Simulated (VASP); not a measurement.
VASP runs on GaP (space group F-43m) share one base input (PBEsol GGA, plane waves, VASP's PBE PAW potentials (set 64)) and change the settings named in each case.

### POSCAR
```
GaP
1
    0.0000000000     2.7250000000     2.7250000000
    2.7250000000     0.0000000000     2.7250000000
    2.7250000000     2.7250000000     0.0000000000
Ga P
1 1
Direct
  0.0000000000   0.0000000000   0.0000000000
  0.2500000000   0.2500000000   0.2500000000
```

File KPOINTS:
```
Automatic mesh
0
gamma
 10 10 10
0 0 0
```

**INCAR**
```
NELM=100
EDIFF=1E-6
SIGMA=0.01
LMAXMIX=4
LASPH=T
ISMEAR=-1
PREC=Accurate
ISIF=2
LREAL=F   ! projection in real space or not
GGA=PS
SYSTEM=GaP
ALGO=Normal   ! blocked Davidson
ENCUT=300
LCHARG=F
LWAVE=F
```

POTCAR, in this order: Ga_d P (PBE.64 set). Program: vasp_std.

```
change                                                                                                              E(σ→0) (eV/atom)  pressure (GPa)  gap on the mesh (eV)
------------------------------------------------------------------------------------------------------------------  ----------------  --------------  --------------------
base run                                                                                                                     -4.9609           -0.75                  1.48
GGA removed, POTCAR Ga_d P (LDA.64 set)                                                                                      -5.2212           -2.79                  1.46
GGA_COMPAT = .FALSE., LNONCOLLINEAR = .TRUE., LSORBIT = .TRUE., MAGMOM = 0.0 0.0 0.0 0.0 0.0 0.0, program vasp_ncl           -4.9641           -0.95                  1.46
KPOINTS 6×6×6 Γ-centred mesh                                                                                                 -4.9524           -0.72                  1.51
```
 Energies of different potentials or functionals have different zeros.  At 300 eV the pressure can carry a Pulay error.

Left out are runs that ran out of time, are held back, or changed the cell or the kind of run, fixed moments of cells without a moment, rows past the twelfth, gaps on odd meshes, pressures of charged cells and columns that move by less than the noise.

The structure is a typed GaP crystal. The cell was not relaxed at this level.
